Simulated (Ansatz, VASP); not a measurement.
## One calculation of SiP5, two programs

```
Si P
1.0
     2.97725   -5.18537   -0.01007
     2.97725    5.18537   -0.01007
    -1.99525    0.00000    3.25821
Si P
1 5
Direct
  0.01340 0.01340 0.03960
  0.32968 0.66365 0.98509
  0.21587 0.88855 0.64858
  0.66365 0.32968 0.98509
  0.88855 0.21587 0.64858
  0.53885 0.53885 0.64307
```

Alike in both runs: functional PBE; k mesh 4 × 4 × 5; occupations gaussian, width 0.2 eV; no spin polarisation.

Ansatz relaxed the structure, and its values are those at the end. VASP's run is a single point on that final structure, the one shown.

|  | VASP | Ansatz |
| --- | --- | --- |
| version | VASP 6.6.1 | Ansatz 0.2.0 |
| potentials or method | VASP PAW PBE potentials, release 64 (Si, P) | scalar-relativistic, plane waves, PAW |
| plane-wave cutoff (eV) | 520 | 420 |
| valence electrons in the cell | 29 | 29 |

|  | VASP | Ansatz | Ansatz less VASP |
| --- | --- | --- | --- |
| gap on the k mesh at the Fermi level (eV) | none | none | - |
| pressure (GPa) | -0.3 | 0.0 | +0.24 |
| rms of the force components (eV/Å) | 0.025 | 0.023 | -0.0020 |

A gap of «none» marks a metal or a gap that the smearing closes. With one functional, cell and mesh, what is left measures potentials, basis and numerics.

Caveats: the k mesh is coarse (spacing up to 0.39 Å⁻¹), so the values aren't converged.
